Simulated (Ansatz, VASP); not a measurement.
## SbW2: VASP beside Ansatz

```
Sb W
1.0
    -3.13301    0.00000   -3.13301
    -3.13301   -3.13301    0.00000
    -6.26602    3.13301    3.13301
Sb W
2 4
Direct
  0.25000 0.25000 0.25000
  0.75000 0.75000 0.75000
  0.62500 0.62500 0.12500
  0.12500 0.12500 0.62500
  0.87500 0.87500 0.37500
  0.37500 0.37500 0.87500
```

Alike in both runs: task single point; functional PBE; k mesh 6 × 6 × 6; occupations gaussian, width 0.2 eV; no spin polarisation.

|  | VASP | Ansatz |
| --- | --- | --- |
| version | VASP 6.6.1 | Ansatz 0.2.0 |
| potentials or method | VASP PAW PBE potentials, release 64 (Sb, W_sv) | scalar-relativistic, plane waves, PAW |
| plane-wave cutoff (eV) | 520 | 420 |
| valence electrons in the cell | 66 | 86 |

Ansatz gave:

| Quantity | Value |
| --- | --- |
| gap on the k mesh at the Fermi level (eV) | none |
| pressure (GPa) | 0.2 |
| rms of the force components (eV/Å) | 0.004 |

Q: What did VASP give for the same quantities?

A: gap on the k mesh at the Fermi level (eV): none; pressure (GPa): 0.4; rms of the force components (eV/Å): 0.003.

A gap of «none» marks a metal or a gap that the smearing closes. The functional is the same, so the differences come from potentials, cutoffs and numerics. The two sets of potentials don't hold the same shells in valence.

Spin-orbit coupling is left out, which matters for the levels of Sb, W.
